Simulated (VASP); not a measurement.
Input:

```xyz
3
Lattice="0.0000 2.9339 2.9339 2.9339 0.0000 2.9339 2.9339 2.9339 0.0000" Properties=species:S:1:pos:R:3 pbc="T T T"
Pb     0.0000     0.0000     0.0000
F      1.4670     1.4670     1.4670
F      4.4009     4.4009     4.4009
```

Computed with PBE GGA with D4 dispersion, VASP's PBE PAW potentials (set 64) (plane waves; VASP). Numerical set-up: 520 eV cut-off, 7×7×7 Γ-centred mesh, Gaussian smearing of 0.050 eV, potentials Pb_d F.

Estimate the energy per atom (σ→0), pressure.

```json
{
  "energy per atom (σ→0)": "-4.948 eV/atom",
  "pressure": "3.76 GPa"
}
```

The compound is PbF2 in the fluorite structure, the β form. This cell is one point of a volume scan, at 0.94 of the reference volume.
